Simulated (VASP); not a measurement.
VASP ran on this input.

File POSCAR:
```
Cl
5.0410420
  0.3015249625  -0.9534582334   0.0000000000
  0.3015249625   0.9534582334   0.0000000000
  0.0000000000   0.0000000000   0.7964533920
Cl
4
direct
  0.3983200000   0.6016800000   0.5805600000
  0.6016800000   0.3983200000   0.4194400000
  0.8983200000   0.1016800000   0.9194400000
  0.1016800000   0.8983200000   0.0805600000
```

INCAR:
```
! general
SYSTEM = Cl
PREC   = Accurate
ENCUT  = 400
LREAL  = .FALSE.
LASPH  = .TRUE.

! electronic loop
EDIFF  = 1E-6
NELM   = 100
ALGO   = Normal
IMIX   = 4
AMIX   = 0.1
BMIX   = 0.0001

! smearing
ISMEAR = 0
SIGMA  = 0.05

! functional
GGA    = PE

! ions
ISIF   = 2

! output
LWAVE  = .FALSE.
LCHARG = .FALSE.
```

### KPOINTS
```
Automatic mesh
0
Gamma
7 7 5
0 0 0
```

POTCAR, in this order: Cl (PBE.64 set). Program: vasp_std.

Problem. Translate this PBE calculation to Quantum ESPRESSO's pw.x.

Solution. One equivalent input (not run):
```
&CONTROL
  calculation = 'scf'
  pseudo_dir = './pseudo'
  outdir = './out'
  tprnfor = .true.
  tstress = .true.
/
&SYSTEM
  ibrav = 0
  nat = 4
  ntyp = 1
  ecutwfc = 58
  occupations = 'smearing'
  smearing = 'gaussian'
  degauss = 0.003675
  input_dft = 'pbe'
/
&ELECTRONS
  conv_thr = 7.3e-08
  electron_maxstep = 100
/
ATOMIC_SPECIES
  Cl 35.450 Cl.upf
CELL_PARAMETERS angstrom
     1.5200000   -4.8064230    0.0000000
     1.5200000    4.8064230    0.0000000
     0.0000000    0.0000000    4.0149550
ATOMIC_POSITIONS crystal
  Cl   0.3983200  0.6016800  0.5805600
  Cl   0.6016800  0.3983200  0.4194400
  Cl   0.8983200  0.1016800  0.9194400
  Cl   0.1016800  0.8983200  0.0805600
K_POINTS automatic
  7 7 5 0 0 0
```
Limits of the translation: the potentials are each code's own (VASP's PAW set, PseudoDojo norm-conserving files in pw.x), so ENCUT and ecutwfc are chosen apart and not converted; conv_thr bounds pw.x's estimated SCF error, while EDIFF bounds the energy change between steps.

The structure was generated: Cl was put into the black-P type (Cmce), which need not be its known phase. The cell was not relaxed at this level. The k-mesh is coarse (spacing up to 0.31 per Å, 2π included), so the numbers may not be converged in it. The run is one of a series of settings (AMIX = 0.1, BMIX = 0.0001, IMIX = 4 against the base run), some of them coarse on purpose.
